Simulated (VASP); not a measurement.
## Bulk modulus of diamond and zinc-blende semiconductors: PBEsol against PBE

VASP (plane waves, PAW); cells keep the symmetry of their structure type. Static lattice, from a third-order Birch-Murnaghan fit over five volumes at each level.

Here x stands for PBE B0 and y for PBEsol B0.

| solid | PBE B0 (GPa) | PBEsol B0 (GPa) | cut-off (eV) |
|---|---|---|---|
| HgTe | 34.1 | 42.0 | 520 |
| Sn | 35.2 | 40.8 | 520 |
| InAs | 48.5 | 55.6 | 520 |
| InP | 59.4 | 66.6 | 520 |
| ZnS | 69.3 | 78.6 | 520 |
| Si | 89.0 | 93.8 | 520 |
| C | 433.7 | ? | 520 |

Taking a straight line for y over the 6 complete rows: With u = x - 56, the rows have u = -21.900, -20.800, -7.500, 3.400, 13.300, 33.000. Means: u -0.083333, y 62.90. About the means, the sum of products is 2213.2 and the sum of squares of u is 2245.9; the slope is their ratio. Least squares gives y = 62.98 + 0.9854·u. Residuals (row less fit): 0.60, -1.68, 0.01, 0.27, 2.51, -1.70; standard error 1.77 (degrees of freedom: 4). The slope is 0.985 with a standard error of 0.037.

### Question
What does the fit predict for y at x = 433.7, and how far is the calculated value from it?

### Answer
u = 377.700, so y = 62.98 + 0.9854 × 377.700 = 435.17 GPa. The calculation gives 450.2 GPa, 15.03 GPa above the prediction (3.7 % of the range of y in the table). The row lies outside the fitted rows, so this is an extrapolation. From the scatter of the fitted rows alone, a prediction at this place has a standard error of 14.21 GPa, so the miss is 1.1 times that.

Sn is here grey tin, stable below 13 °C. The rows are a random draw from the solids of this series computed here; series whose standard error about the line passes 12 to 30 % of the range of y, or with no trend, aren't shown in this form.
